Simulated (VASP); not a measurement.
An input for Quantum ESPRESSO's pw.x (written as the equivalent of a VASP run, and not itself run):

```
&CONTROL
  calculation = 'scf'
  pseudo_dir = './pseudo'
  outdir = './out'
  tprnfor = .true.
  tstress = .true.
/
&SYSTEM
  ibrav = 0
  nat = 6
  ntyp = 2
  ecutwfc = 82
  occupations = 'smearing'
  smearing = 'fermi-dirac'
  degauss = 0.009996
  input_dft = 'pbe'
/
&ELECTRONS
  conv_thr = 7.3e-08
  electron_maxstep = 100
/
ATOMIC_SPECIES
  Ag 107.868 Ag.upf
  B 10.810 B.upf
CELL_PARAMETERS angstrom
     4.1656230    0.0000000    0.0000000
     0.0000000    4.1656230    0.0000000
     0.0000000    0.0000000    6.3561010
ATOMIC_POSITIONS crystal
  Ag   0.0000000  0.0000000  0.0000000
  Ag   0.5000000  0.5000000  0.0000000
  Ag   0.5000000  0.0000000  0.2700000
  Ag   0.0000000  0.5000000  0.7300000
  B    0.5000000  0.0000000  0.7000000
  B    0.0000000  0.5000000  0.3000000
K_POINTS automatic
  2 2 2 0 0 0
```

### Question
Translate this input to VASP (INCAR, KPOINTS, POSCAR, choice of POTCAR).

### Answer
One answer among several that fit: 
### INCAR
```
# general
SYSTEM =Ag2B
PREC   =Accurate
ENCUT  =400
LREAL  =.False.
LASPH  =.True.

# electronic loop
EDIFF  =1E-6   # SCF stop (eV)
NELM   =100   # most electronic steps
ALGO   =Normal   # blocked Davidson
LMAXMIX=4   # l cut-off of mixed one-centre charges

# smearing
ISMEAR =-1   # Fermi-Dirac
SIGMA  =0.136   # width (eV)

# functional
GGA    =PE   # PBE

# ions
ISIF   =2

# output
LWAVE  =.False.
LCHARG =.False.
```

### KPOINTS
```
Automatic
0
Gamma
  2 2 2
0 0 0
```

### POSCAR
```
Ag2B
1
    4.1656230000     0.0000000000     0.0000000000
    0.0000000000     4.1656230000     0.0000000000
    0.0000000000     0.0000000000     6.3561010000
Ag B
4 2
Direct
  0.0000000000   0.0000000000   0.0000000000
  0.5000000000   0.5000000000   0.0000000000
  0.5000000000   0.0000000000   0.2700000000
  0.0000000000   0.5000000000   0.7300000000
  0.5000000000   0.0000000000   0.7000000000
  0.0000000000   0.5000000000   0.3000000000
```

POTCAR, in this order: Ag B (PBE.64 set). Program: vasp_std.

Limits of the translation: the potentials are each code's own (VASP's PAW set, PseudoDojo norm-conserving files in pw.x), so ENCUT and ecutwfc are chosen apart and not converted; conv_thr bounds pw.x's estimated SCF error, while EDIFF bounds the energy change between steps.

The structure was generated: Ag2B was put into an ordered model structure, which need not be its known phase. The cell was not relaxed at this level. The k-mesh is coarse (spacing up to 0.75 per Å, 2π included), so the numbers may not be converged in it. The run is one of a series of settings (KPOINTS 2×2×2 Γ-centred mesh against the base run), some of them coarse on purpose.
